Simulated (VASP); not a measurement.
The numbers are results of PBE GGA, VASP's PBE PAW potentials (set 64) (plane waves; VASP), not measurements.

The input files of a VASP run:

### KPOINTS
```
Automatic mesh
0
Gamma
17 17 17
0 0 0
```

**INCAR**
```
! general
SYSTEM  = Ta
PREC    = Normal
ENCUT   = 400
LREAL   = .FALSE.
LASPH   = .TRUE.

! electronic loop
EDIFF   = 1E-5
NELM    = 100
NELMIN  = 4
ALGO    = Fast
LMAXMIX = 6

! smearing
ISMEAR  = 1
SIGMA   = 0.1

! functional
GGA     = PE

! ions
IBRION  = 2
NSW     = 20
ISIF    = 2
EDIFFG  = -0.03

! output
LWAVE   = .FALSE.
LCHARG  = .FALSE.
```

File POSCAR:
```
Ta
1.0
 -1.6598147130   1.6598147130   1.6598147130
  1.6598147130  -1.6598147130   1.6598147130
  1.6598147130   1.6598147130  -1.6598147130
Ta
1
Cartesian
  0.0000000000   0.0000000000   0.0000000000
```

POTCAR, in this order: Ta_pv (PBE.64 set). Program: vasp_std.

Output of the run:

OSZICAR:
```
       N       E                     dE             d eps       ncg     rms          rms(c)
DAV:   1     0.379553784029E+02    0.37955E+02   -0.57930E+03  2970   0.955E+02
DAV:   2    -0.116804128116E+02   -0.49636E+02   -0.48780E+02  3722   0.219E+02
DAV:   3    -0.122816083207E+02   -0.60120E+00   -0.58728E+00  3358   0.245E+01
DAV:   4    -0.122857296690E+02   -0.41213E-02   -0.41180E-02  3396   0.170E+00
DAV:   5    -0.122857541642E+02   -0.24495E-04   -0.24494E-04  3244   0.116E-01    0.132E+01
RMM:   6    -0.119199753480E+02    0.36578E+00   -0.35792E-01  2970   0.639E+00    0.638E+00
RMM:   7    -0.118121661703E+02    0.10781E+00   -0.43792E-01  2970   0.652E+00    0.366E-01
RMM:   8    -0.118125562833E+02   -0.39011E-03   -0.22117E-02  2970   0.156E+00    0.432E-01
RMM:   9    -0.118129864710E+02   -0.43019E-03   -0.50534E-03  2970   0.648E-01    0.148E-01
RMM:  10    -0.118128594472E+02    0.12702E-03   -0.84558E-04  2970   0.308E-01    0.431E-02
RMM:  11    -0.118128656367E+02   -0.61894E-05   -0.10069E-04  2894   0.106E-01    0.683E-03
RMM:  12    -0.118128680329E+02   -0.23963E-05   -0.16808E-05  2109   0.369E-02
   1 F= -.11812868E+02 E0= -.11812771E+02  d E =-.118129E+02
```

OUTCAR:
```
------------------------ aborting loop because EDIFF is reached ----------------------------------------
  FORCE on cell =-STRESS in cart. coord.  units (eV):
  Direction    XX          YY          ZZ          XY          YZ          ZX
  --------------------------------------------------------------------------------------
  Total       -0.0198141     -0.0198141     -0.0198141     -0.0000000      0.0000000      0.0000000
  in kB       -1.7355868     -1.7355868     -1.7355868     -0.0000000      0.0000000      0.0000000
  external PRESSURE =      -1.7355868 kB  Pullay stress =       0.0000000 kB
  volume of cell :       18.29
      direct lattice vectors                 reciprocal lattice vectors
    -1.659814713  1.659814713  1.659814713     0.000000000  0.301238443  0.301238443
     1.659814713 -1.659814713  1.659814713     0.301238443  0.000000000  0.301238443
     1.659814713  1.659814713 -1.659814713     0.301238443  0.301238443  0.000000000
 POSITION                                       TOTAL-FORCE (eV/Angst)
 -----------------------------------------------------------------------------------
      0.00000      0.00000      0.00000        -0.000000     -0.000000      0.000000
 -----------------------------------------------------------------------------------
    total drift:                               -0.000000     -0.000000     -0.000000
  FREE ENERGIE OF THE ION-ELECTRON SYSTEM (eV)
  ---------------------------------------------------
  free  energy   TOTEN  =       -11.8128680329 eV

  energy  without entropy=      -11.8125762855  energy(sigma->0) =      -11.81277078

 reached required accuracy - stopping structural energy minimisation
```
(Selected blocks of OUTCAR.)

### OUTCAR
```
 val. band max:        5.3669719793   @ k =  -0.2353   0.2353   0.1176

 cond. band min:       5.3731870124   @ k =  -0.4706  -0.4706   0.1765


 Fermi energy:         5.3689654139

 k-point     1 :       0.0000    0.0000    0.0000
  band No.  band energies     occupation
      1     -27.7701      2.00000
      2     -27.7701      2.00000
      3     -27.7701      2.00000
      4      -2.4949      2.00000
      5       6.0968     -0.00000
      6       6.0968     -0.00000
      7       6.0968     -0.00000
      8       9.3158      0.00000
      9       9.3158      0.00000

 k-point     2 :       0.0588    0.0000    0.0000
  band No.  band energies     occupation
      1     -27.8111      2.00000
      2     -27.7828      2.00000
      3     -27.7703      2.00000
      4      -2.3428      2.00000
      5       5.9978     -0.00000
      6       6.0685     -0.00000
      7       6.2454     -0.00000
      8       9.1545      0.00000
      9       9.3159      0.00000

 k-point     3 :       0.1176    0.0000    0.0000
  band No.  band energies     occupation
      1     -27.9268      2.00000
      2     -27.8188      2.00000
      3     -27.7709      2.00000
      4      -1.9036      2.00000
      5       5.7275     -0.00000
      6       5.9461     -0.00000
      7       6.6861     -0.00000
      8       8.8309      0.00000
      9       9.3260      0.00000

 k-point     4 :       0.1765    0.0000    0.0000
  band No.  band energies     occupation
      1     -28.0985      2.00000
      2     -27.8729      2.00000
      3     -27.7719      2.00000
      4      -1.2320      2.00000
      5       5.3504      1.30787
      6       5.6759     -0.00013
      7       7.4033      0.00000
      8       8.6375      0.00000
      9       9.3680      0.00000

 k-point     5 :       0.2353    0.0000    0.0000
  band No.  band energies     occupation
      1     -28.2995      2.00000
      2     -27.9374      2.00000
      3     -27.7730      2.00000
...
```

Unless said otherwise, spin-orbit coupling is left out, though it shifts the bands of the heavy elements here.

The compound is Ta in the bcc structure. It was relaxed first.
